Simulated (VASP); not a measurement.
# MgGa23N24 (a cell with a defect) in VASP: notebook

Aim: see how the results for MgGa23N24 (a cell with a defect) move with the level of theory and the settings. Levels: PBE, HSE06. Tasks: relaxation of the atoms, single point.

Program: VASP 6.6.1. These are calculated values, not measurements. Logs are shortened: lines on timing, memory, paths and dates and some standing lists are left out, and cuts for length are marked.

## 1. Starting point

The cell holds a defect, 48 atoms: a = 8.302 Å, b = 8.302 Å, c = 8.302 Å, α = 84.34°, β = 84.34°, γ = 84.34°.

## 2. Relaxation of the atoms, PBE, collinear spin, ferromagnetic start

Contents of INCAR:

```
SYSTEM = MgGa23N24
PREC     = Normal         ! precision mode
ENCUT    = 450            ! plane-wave cutoff, eV
EDIFF    = 1E-6           ! SCF threshold, eV
ISMEAR   = 0              ! smearing method
SIGMA    = 0.01           ! smearing width, eV
LREAL    = Auto         
LASPH    = .TRUE.         ! aspherical terms in the spheres
NELM     = 150            ! most SCF steps
ALGO     = Normal         ! electronic algorithm
ISIF     = 2              ! what is computed and relaxed
LWAVE    = .FALSE.        ! write WAVECAR
LCHARG   = .FALSE.        ! write CHGCAR
ISPIN    = 2              ! spin polarisation
MAGMOM   = 0.2 0 0 0 0 0 0 0 0 0 0 0 0 0 0 0 0 0 0 0 0 0 0 0 0 0 0 0 0 0 0 0 0 0 0.2 0 0.2 0.2 0 0 0.2 0 0 0 0 0 0 0 ! initial moments
LORBIT   = 11             ! projections on sites
GGA      = PE             ! functional
IBRION   = 2              ! ionic algorithm
NSW      = 70             ! ionic steps
EDIFFG   = -0.025         ! ionic threshold
AMIX     = 0.2          
BMIX     = 1E-4         
AMIX_MAG = 0.8          
BMIX_MAG = 1E-4         
ICORELEVEL= 1            
ISYM     = 0            
LUSENCCL = .FALSE.
```

Contents of KPOINTS:

```
Automatic mesh
0
Monkhorst
  2 2 2
  0 0 0
```

Contents of POSCAR:

```
MgGa23N24
1.0
   -3.2177240000     -5.5732640000      5.2440550000
    6.4354500000      0.0000000000      5.2440550000
   -3.2177260000      5.5732640000      5.2440550000
Mg Ga N
1 23 24
Direct
    0.8307609400      0.4981888800      0.6639381900
    0.6663953300      0.3330618300      0.9997288300
    0.9997286700      0.6663951700      0.3330621700
    0.6663953300      0.8330618300      0.4997288300
    0.9997286700      0.1663951700      0.8330621700
    0.1663953300      0.3330618300      0.4997288300
    0.4997286700      0.6663951700      0.8330621700
    0.8330620000      0.9997285000      0.1663955000
    0.3330620000      0.4997285000      0.1663955000
    0.3330620000      0.9997285000      0.6663955000
    0.1663953300      0.8330618300      0.9997288300
    0.4997286700      0.1663951700      0.3330621700
    0.6663953300      0.4997288300      0.3330618300
    0.4997286700      0.3330621700      0.6663951700
    0.8330620000      0.6663955000      0.9997285000
    0.4997286700      0.8330621700      0.1663951700
    0.8330620000      0.1663955000      0.4997285000
    0.9997286700      0.3330621700      0.1663951700
    0.3330620000      0.6663955000      0.4997285000
    0.6663953300      0.9997288300      0.8330618300
    0.1663953300      0.4997288300      0.8330618300
    0.1663953300      0.9997288300      0.3330618300
    0.9997286700      0.8330621700      0.6663951700
    0.3330620000      0.1663955000      0.9997285000
    0.6252713300      0.2919378300      0.4586048300
    0.4586046700      0.1252711700      0.7919381700
    0.7919380000      0.4586045000      0.1252715000
    0.4586046700      0.6252711700      0.2919381700
    0.7919380000      0.9586045000      0.6252715000
    0.9586046700      0.1252711700      0.2919381700
    0.2919380000      0.4586045000      0.6252715000
    0.6252713300      0.7919378300      0.9586048300
    0.1252713300      0.2919378300      0.9586048300
    0.1252713300      0.7919378300      0.4586048300
    0.9544845900      0.6314155100      0.7999088800
    0.2919380000      0.9586045000      0.1252715000
    0.7955126400      0.6305131900      0.4604734300
    0.6383494000      0.4467523100      0.7791209600
    0.9586046700      0.7919381700      0.1252711700
    0.6252713300      0.9586048300      0.2919378300
    0.9575316500      0.2772715100      0.6303111600
    0.1252713300      0.4586048300      0.2919378300
    0.4586046700      0.7919381700      0.6252711700
    0.7919380000      0.1252715000      0.9586045000
    0.2919380000      0.6252715000      0.9586045000
    0.2919380000      0.1252715000      0.4586045000
    0.1252713300      0.9586048300      0.7919378300
    0.4586046700      0.2919381700      0.1252711700
```

Potentials or basis: VASP PAW PBE potentials, release 64 (Mg, Ga_d, N).

Started as:

```sh
cat potpaw_PBE.64/Mg/POTCAR potpaw_PBE.64/Ga_d/POTCAR potpaw_PBE.64/N/POTCAR > POTCAR
mpirun -np 1 vasp_std > vasp.out
```

OUTCAR:

```text
SYSTEM = MgGa23N24
   PREC = Normal
   ENCUT = 450
   EDIFF = 1E-6
   ISMEAR = 0
   LREAL = Auto
   LASPH = .TRUE.
   NELM = 150
   ISIF = 2
   ISPIN = 2
   LORBIT = 11
   GGA = PE
   IBRION = 2
   NSW = 70
   EDIFFG = -0.025
   AMIX = 0.2
   AMIX_MAG = 0.8
   ISYM = 0

 ion  position               nearest neighbor table
   1  0.831  0.498  0.664-  38 1.84  37 1.95  41 2.05  35 2.06  13 3.18  14 3.19  17 3.19   4 3.21
                             3 3.21   7 3.22   6 3.22   2 3.22   5 3.22  23 3.24  15 3.24  21 3.24
   2  0.666  0.333  1.000-  44 1.97  48 1.97  27 1.98  38 2.00   1 3.22
   3  1.000  0.666  0.333-  37 1.94  42 1.97  39 1.97  34 1.98   1 3.21
   4  0.666  0.833  0.500-  37 1.94  43 1.97  40 1.97  29 1.98   1 3.21
   5  1.000  0.166  0.833-  41 1.88  47 1.97  44 1.97  33 1.98   1 3.22
   6  0.166  0.333  0.500-  46 1.97  42 1.97  31 1.98  41 2.02   1 3.22
   7  0.500  0.666  0.833-  45 1.97  43 1.97  32 1.98  38 2.12   1 3.22
   8  0.833  1.000  0.166-  39 1.97  40 1.97  44 1.97  30 1.98
   9  0.333  0.500  0.166-  48 1.97  42 1.97  45 1.97  28 1.98
  10  0.333  1.000  0.666-  43 1.97  47 1.97  46 1.97  26 1.98
  11  0.166  0.833  1.000-  45 1.97  39 1.97  47 1.97  36 1.98
  12  0.500  0.166  0.333-  40 1.97  46 1.97  48 1.97  25 1.98
  13  0.666  0.500  0.333-  28 1.97  27 1.97  25 1.97  37 2.03   1 3.18
  14  0.500  0.333  0.666-  38 1.92  31 1.97  25 1.97  26 1.97   1 3.19
  15  0.833  0.666  1.000-  35 1.89  32 1.97  27 1.97  39 1.98   1 3.24
  16  0.500  0.833  0.166-  36 1.97  32 1.97  28 1.97  40 1.98
  17  0.833  0.166  0.500-  41 1.92  25 1.97  30 1.97  29 1.97   1 3.19
  18  1.000  0.333  0.166-  27 1.97  33 1.97  30 1.97  42 1.98
[... 28 lines left out ...]
  47  0.125  0.959  0.792-   5 1.97  10 1.97  11 1.97  23 1.98
  48  0.459  0.292  0.125-   9 1.97   2 1.97  12 1.97  24 1.98

IMPORTANT INFORMATION: All symmetrisations will be switched off!
NOSYMM: (Re-)initialisation of all symmetry stuff for point group C_1.

----------------------------------------------------------------------------------------

                                     Primitive cell

  volume of cell :     564.2571

  direct lattice vectors                    reciprocal lattice vectors
    -3.217724000 -5.573264000  5.244055000    -0.051796430 -0.089714044  0.063564042
     6.435450000  0.000000000  5.244055000     0.103592859  0.000000019  0.063564042
    -3.217726000  5.573264000  5.244055000    -0.051796430  0.089714025  0.063564042

  length of vectors
     8.301513850  8.301513690  8.301514625     0.121539571  0.121539574  0.121539557

  position of ions in fractional coordinates (direct lattice)
     0.830760940  0.498188880  0.663938190
     0.666395330  0.333061830  0.999728830
     0.999728670  0.666395170  0.333062170
     0.666395330  0.833061830  0.499728830
     0.999728670  0.166395170  0.833062170
     0.166395330  0.333061830  0.499728830
[... 40 lines left out ...]
     0.125271330  0.958604830  0.791937830
     0.458604670  0.291938170  0.125271170

  ion indices of the primitive-cell ions
   primitive index   ion index
                 1           1
                 2           2
                 3           3
                 4           4
                 5           5
                 6           6
[... 40 lines left out ...]
                47          47
                48          48

----------------------------------------------------------------------------------------

 KPOINTS: Automatic mesh

Automatic generation of k-mesh.
 Grid dimensions read from file:
 generate k-points for:    2    2    2

 Generating k-lattice:

  Cartesian coordinates                     Fractional coordinates (reciprocal lattice)
    -0.025898215 -0.044857022  0.031782021     0.500000000  0.000000000  0.000000000
     0.051796430  0.000000009  0.031782021     0.000000000  0.500000000  0.000000000
    -0.025898215  0.044857013  0.031782021     0.000000000  0.000000000  0.500000000

  Length of vectors
     0.060769785  0.060769787  0.060769779

[... 39 lines left out ...]
  external PRESSURE =       2.4145523 kB  Pullay stress =       0.0000000 kB
[... 231 lines left out ...]
  FREE ENERGIE OF THE ION-ELECTRON SYSTEM (eV)
  ---------------------------------------------------
  free  energy   TOTEN  =      -289.5327213915 eV

  energy  without entropy=     -289.5327213901  energy(sigma->0) =     -289.53272139

[... ionic steps 4 to 9 ...]

--------------------------------------- Ionic step       10  -------------------------------------------

 number of electron     421.0000701 magnetization       0.0000000

 number of electron     421.0000701 magnetization      -0.0000000
[... 165 lines left out ...]
 number of electron     421.0000700 magnetization       0.0000000

 number of electron     421.0000700 magnetization      -0.0000000

 Free energy of the ion-electron system (eV)
  ---------------------------------------------------
  ext. energy  EPLUGINS =         0.00000000
  ---------------------------------------------------
  free energy    TOTEN  =      -289.63181918 eV

  energy without entropy =     -289.63181918  energy(sigma->0) =     -289.63181918

 the core state eigenenergies are
   1-  1s  -1247.1049  2s    -67.8075  2p    -34.5555
   2-  1s -10217.3882  2s  -1250.7886  2p  -1087.2456  3s   -137.0845  3p    -87.8298

   3-  1s -10217.3867  2s  -1250.7869  2p  -1087.2439  3s   -137.0826  3p    -87.8279

   4-  1s -10217.3889  2s  -1250.7891  2p  -1087.2461  3s   -137.0851  3p    -87.8305
[... 63 lines left out ...]
  47-  1s   -370.4310
  48-  1s   -370.5006

 E-fermi :   4.7365     XC(G=0): -11.4524

 val. band max:        4.6927482776   @ k =   0.2500  -0.2500   0.2500
 cond. band min:       4.7794208664   @ k =   0.2500   0.2500   0.2500
 fundamental gap:      0.0866725888
 Fermi energy:         4.7365159866

 spin component 1

 k-point     1 :       0.2500    0.2500    0.2500
  band No.  band energies     occupation
      1     -10.6659      1.00000
      2     -10.2812      1.00000
      3     -10.2698      1.00000
      4     -10.2328      1.00000
      5     -10.1088      1.00000
      6     -10.0821      1.00000
[... 889 lines left out ...]
    221      10.0788      0.00000
    222      10.1382      0.00000
 Fermi energy:         4.7365159866

 spin component 2

 k-point     1 :       0.2500    0.2500    0.2500
  band No.  band energies     occupation
      1     -10.6659      1.00000
      2     -10.2812      1.00000
      3     -10.2698      1.00000
      4     -10.2328      1.00000
      5     -10.1088      1.00000
      6     -10.0821      1.00000
[... 889 lines left out ...]
    221      10.0788      0.00000
    222      10.1382      0.00000
 [bands above 222 left out]

------------------------ aborting loop because EDIFF is reached ----------------------------------------

  FORCE on cell =-STRESS in cart. coord.  units (eV):
  Direction    XX          YY          ZZ          XY          YZ          ZX
  --------------------------------------------------------------------------------------
  -------------------------------------------------------------------------------------
  Total       -0.3760212     -0.3768289      1.9065526     -0.0108938      0.0142884      0.0004695
  in kB       -1.0676918     -1.0699853      5.4135523     -0.0309324      0.0405711      0.0013331
  external PRESSURE =       1.0919584 kB  Pullay stress =       0.0000000 kB
[... 63 lines left out ...]
  FREE ENERGIE OF THE ION-ELECTRON SYSTEM (eV)
  ---------------------------------------------------
  free  energy   TOTEN  =      -289.6318191800 eV

  energy  without entropy=     -289.6318191800  energy(sigma->0) =     -289.63181918

 reached required accuracy - stopping structural energy minimisation

 total charge

# of ion       s       p       d       tot
------------------------------------------
    1        0.186   0.199   0.069   0.455
    2        0.785   0.873  10.166  11.823
    3        0.784   0.872  10.166  11.823
    4        0.785   0.872  10.166  11.822
    5        0.784   0.872  10.165  11.822
    6        0.785   0.872  10.166  11.822
[... 40 lines left out ...]
   47        1.234   2.482   0.000   3.717
   48        1.234   2.480   0.000   3.714
--------------------------------------------------
tot         47.828  79.751 233.831 361.410

 magnetization (x)

# of ion       s       p       d       tot
------------------------------------------
    1       -0.000  -0.000   0.000  -0.000
    2       -0.000  -0.000  -0.000  -0.000
    3       -0.000   0.000   0.000   0.000
    4        0.000  -0.000  -0.000  -0.000
    5        0.000  -0.000  -0.000  -0.000
    6       -0.000   0.000   0.000   0.000
[... 40 lines left out ...]
   47        0.000  -0.000   0.000  -0.000
   48       -0.000   0.000   0.000   0.000
--------------------------------------------------
tot          0.000  -0.000   0.000  -0.000
```

Run time: 1.5 h. Hardware: 1 × NVIDIA H100 80GB with 1 thread of AMD EPYC 7R13 (Zen 3), shared host; peak memory 1.7 GiB.

Results:

* Free energy: -289.6318 eV
* Energy gained by relaxing: 16.1 meV/atom
* Ionic steps: 12
* Largest force after relaxing: 0.025 eV/Å
* Net moment: 0.00 μB per cell
* Valence electrons inside the program's atomic spheres: Mg 0.46; Ga 11.82, 11.81, 11.83; N 3.70, 3.71, 3.73, 3.72

Forces in eV/Å, atoms in the order of the input:
```
Mg   0.004  0.016 -0.019
Ga   0.013  0.006 -0.006
Ga  -0.005  0.000 -0.006
Ga  -0.003 -0.004  0.006
Ga  -0.001 -0.004  0.007
Ga   0.006  0.007 -0.004
Ga   0.003  0.012  0.001
Ga   0.000 -0.009 -0.001
Ga   0.000  0.008 -0.006
Ga   0.009  0.007  0.004
Ga   0.012  0.008  0.003
Ga  -0.005  0.011  0.006
Ga  -0.006  0.006 -0.004
Ga   0.002  0.000  0.001
Ga  -0.001  0.009 -0.007
Ga  -0.002 -0.001  0.008
Ga   0.001 -0.004 -0.005
Ga  -0.005 -0.009  0.002
Ga  -0.004 -0.006 -0.002
Ga   0.004 -0.014  0.005
Ga   0.002 -0.001 -0.009
Ga  -0.008 -0.002  0.002
Ga  -0.002 -0.009 -0.006
Ga  -0.012  0.000  0.011
N   -0.010 -0.010 -0.002
N   -0.010 -0.006  0.000
N   -0.005  0.001  0.007
N   -0.001 -0.009  0.002
N    0.001 -0.009  0.002
N    0.003 -0.001 -0.002
N    0.008  0.007 -0.002
N    0.002 -0.004 -0.002
N    0.003 -0.004  0.003
N   -0.007 -0.002  0.002
N    0.005  0.002  0.005
N   -0.007 -0.001  0.000
N    0.011  0.002  0.001
N   -0.005  0.002  0.008
N    0.008 -0.001 -0.013
N   -0.005 -0.003  0.010
N    0.000 -0.004 -0.009
N   -0.001  0.006 -0.009
N   -0.002  0.005  0.009
N   -0.004 -0.004  0.007
N    0.005 -0.008 -0.009
N    0.003  0.011  0.006
N    0.005  0.000 -0.007
N    0.003  0.001  0.013
```

Step by step:
```
step  energy change (eV)  largest force (eV/Å)  pressure (GPa)
   1              0.0000                4.2370            0.24
   2             -0.6468                1.0027            0.16
   3             -0.6745                1.0129            0.08
   4             -0.7430                0.3664            0.09
   5             -0.7430                0.3693            0.08
   6             -0.7613                0.1457            0.09
   7             -0.7640                0.2067            0.09
   8             -0.7702                0.0804            0.11
   9             -0.7707                0.0747            0.11
  10             -0.7728                0.0312            0.11
  11             -0.7728                0.0344            0.11
  12             -0.7736                0.0250            0.11
```

Final structure:
```
CELL_PARAMETERS angstrom
-3.21772 -5.57326 5.24406
6.43545 0.00000 5.24406
-3.21773 5.57326 5.24406
ATOMIC_POSITIONS crystal
Mg 0.83311 0.49881 0.66573
Ga 0.66533 0.33321 0.99873
Ga 0.99856 0.66723 0.33348
Ga 0.66709 0.83178 0.49823
Ga 0.00084 0.16626 0.83165
Ga 0.16596 0.33117 0.50031
Ga 0.50052 0.66434 0.83397
Ga 0.83315 0.99978 0.16603
Ga 0.33298 0.49926 0.16685
Ga 0.33375 0.99872 0.66617
Ga 0.16661 0.83236 0.99951
Ga 0.50102 0.16708 0.33371
Ga 0.66764 0.50167 0.33224
Ga 0.49925 0.33371 0.66834
Ga 0.83555 0.66645 0.99878
Ga 0.49980 0.83285 0.16640
Ga 0.83520 0.16536 0.50098
Ga 0.99936 0.33318 0.16617
Ga 0.33260 0.66571 0.50011
Ga 0.66648 0.99887 0.83288
Ga 0.16574 0.50148 0.83348
Ga 0.16661 0.99961 0.33308
Ga 0.00002 0.83193 0.66869
Ga 0.33298 0.16627 0.99966
N 0.62614 0.29249 0.45922
N 0.45829 0.12386 0.79187
N 0.79171 0.45775 0.12396
N 0.45753 0.62504 0.29181
N 0.79119 0.95705 0.62512
N 0.95866 0.12477 0.29094
N 0.29099 0.45788 0.62472
N 0.62569 0.79147 0.95916
N 0.12562 0.29189 0.95874
N 0.12533 0.79230 0.45897
N 0.96334 0.62933 0.79637
N 0.29196 0.95835 0.12515
N 0.79029 0.63050 0.44900
N 0.61611 0.45612 0.79731
N 0.95962 0.79336 0.12546
N 0.62460 0.95991 0.29081
N 0.96459 0.28192 0.62334
N 0.12499 0.45837 0.29193
N 0.45874 0.79082 0.62522
N 0.79201 0.12471 0.95801
N 0.29244 0.62545 0.96041
N 0.29406 0.12381 0.45763
N 0.12730 0.95832 0.79261
N 0.45779 0.29075 0.12670
```

Core levels (eV, on the scale of the bands):
```
atom                                                    levels
1 Mg                            1s -1247.1, 2s -67.8, 2p -34.6
2 Ga  1s -10217.4, 2s -1250.8, 2p -1087.2, 3s -137.1, 3p -87.8
3 Ga  1s -10217.4, 2s -1250.8, 2p -1087.2, 3s -137.1, 3p -87.8
4 Ga  1s -10217.4, 2s -1250.8, 2p -1087.2, 3s -137.1, 3p -87.8
5 Ga  1s -10217.4, 2s -1250.8, 2p -1087.2, 3s -137.1, 3p -87.8
6 Ga  1s -10217.4, 2s -1250.8, 2p -1087.2, 3s -137.1, 3p -87.8
```

Caveat: the k mesh is coarse (spacing up to 0.38 Å⁻¹), so the values aren't converged; the cutoff is under 1.25 times the usual one of these potentials, so pressure, stress and relaxed cells hold a basis-set (Pulay) error.

(Part 1 of 2 ends here.)
